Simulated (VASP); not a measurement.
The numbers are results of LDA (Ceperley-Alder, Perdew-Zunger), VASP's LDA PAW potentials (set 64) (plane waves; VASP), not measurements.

The input files of a VASP run:

**POSCAR**
```
Ru
1.0
  1.3339108484  -2.3104015120   0.0000000000
  1.3339108484   2.3104015120   0.0000000000
  0.0000000000   0.0000000000   4.2026432567
Ru
2
Cartesian
  1.3339108484   0.7701353776   1.0506608142
  1.3339108484  -0.7701353776   3.1519824425
```

**INCAR**
```
# general
SYSTEM  = Ru
PREC    = Accurate
ENCUT   = 500
LREAL   = F
LASPH   = T

# electronic loop
EDIFF   = 1E-6   # SCF stop (eV)
NELM    = 100   # most electronic steps
ALGO    = Normal   # blocked Davidson
LMAXMIX = 4   # l cut-off of mixed one-centre charges

# smearing
ISMEAR  = 1
SIGMA   = 0.1   # width (eV)

# ions
IBRION  = 2   # conjugate gradients
NSW     = 40
ISIF    = 3
EDIFFG  = -0.02   # ionic stop
PSTRESS = 50

# output
LWAVE   = F
LCHARG  = F
```

**KPOINTS**
```
Automatic mesh
0
Gamma
16 16 9
0 0 0
```

POTCAR, in this order: Ru_pv (LDA.64 set). Program: vasp_std.

What will the output report for the number of irreducible k-points (NKPTS), largest plane-wave count, number of space-group operations, FFT grid (NGX, NGY, NGZ)?

The number of irreducible k-points (NKPTS) is 150. The largest plane-wave count is 683 and the number of space-group operations is 24. The FFT grid (NGX, NGY, NGZ) comes out as 20 × 20 × 32.

The compound is Ru in the hcp structure. It was relaxed first under an external pressure of 5 GPa.
